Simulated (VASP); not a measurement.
TaTeI: equation of state with r2SCAN

The system is TaTeI.

```xyz
3
Lattice="5.2083 0.0000 0.0000 -2.6042 4.5105 0.0000 0.0000 0.0000 4.1768" Properties=species:S:1:pos:R:3 pbc="T T T"
Ta    0.0000    0.0000    2.0884
Te    2.6042    1.5035    0.0000
I     0.0000    3.0070    2.0884
```

The cell was built by a generator and needn't be a form met in nature.

| Quantity | Value |
| --- | --- |
| Program | VASP 6.6.1 |
| Task | equation of state |
| Functional | r2SCAN |
| Potentials or basis | VASP PAW PBE potentials, release 64 (Ta_pv, Te, I) |
| Cutoff | 520 eV |
| k mesh | 6 × 6 × 7 |
| Occupations | fermi-dirac, width 0.05 eV |
| Spin | no spin polarisation |

```yaml
Equilibrium_volume: outside the volumes run
```

Energy against volume, from the lowest point:
```tsv
volume (Å³/atom)	energy (meV/atom)
30.745	0.00
31.399	37.88
32.053	77.90
32.707	119.75
33.361	163.14
34.016	207.83
34.670	253.59
```

All runs of the series together: 11 min on 1 thread of Intel(R) Xeon(R) 6975P-C (Granite Rapids), with other jobs on the host.

Caveat: the PAW data sets were made with another functional, which shifts forces and pressure a little. Spin-orbit coupling is left out, which matters for the levels of I, Ta, Te.
